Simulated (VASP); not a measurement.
An input for Ansatz (written as the equivalent of a VASP run, and not itself run):

Ansatz 0.2 input:
```yaml
crystal:
  lattice:
    - [0.0000000, 3.0881705, 3.0881705]
    - [3.0881705, 0.0000000, 3.0881705]
    - [3.0881705, 3.0881705, 0.0000000]
  atoms:
    - { symbol: Ba, position: [0.0000000, 0.0000000, 0.0000000] }
    - { symbol: F, position: [0.2500000, 0.2500000, 0.2500000] }
    - { symbol: F, position: [0.7500000, 0.7500000, 0.7500000] }
kpoints:
  mp_grid: { grid: [6, 6, 6] }
hamiltonian:
  xc: pbesol
  pseudopotentials: { kind: paw }
scf:
  occupations: { method: gaussian, width: 0.05 }
  max_iter: 100
output: { forces: true, stress: true, eigenvalues: true }
```

Task: Translate this input to VASP (INCAR, KPOINTS, POSCAR, choice of POTCAR).

Result: One answer among several that fit: 
### KPOINTS
```
Automatic mesh
0
Gamma
6 6 6
0 0 0
```

POSCAR:
```
BaF2
1.0
  0.0000000000   3.0881705003   3.0881705003
  3.0881705003   0.0000000000   3.0881705003
  3.0881705003   3.0881705003   0.0000000000
Ba F
1 2
Cart
  0.0000000000   0.0000000000   0.0000000000
  1.5440852501   1.5440852501   1.5440852501
  4.6322557504   4.6322557504   4.6322557504
```

**INCAR**
```
ISMEAR = 0   ! Gaussian
EDIFF = 1E-7   ! SCF stop (eV)
SIGMA = 0.05
LMAXMIX = 4
LREAL = .FALSE.   ! projection in real space or not
LWAVE = .FALSE.
LASPH = .TRUE.   ! aspherical one-centre terms
ALGO = Normal
ENCUT = 600
SYSTEM = BaF2
ISIF = 2
PREC = Accurate
NELM = 100   ! most electronic steps
GGA = PS   ! PBEsol
LCHARG = .FALSE.
```

POTCAR, in this order: Ba_sv F (PBE.64 set). Program: vasp_std.

Limits of the translation: each code has its own PAW files, so the cut-off isn't converted (ENCUT is set for VASP's; basis.ecutwfc is left out, and Ansatz then takes the one that its files recommend); Ansatz stops its SCF on the density residual and VASP on the energy change (EDIFF).

The compound is BaF2 in the fluorite structure. It was relaxed first.
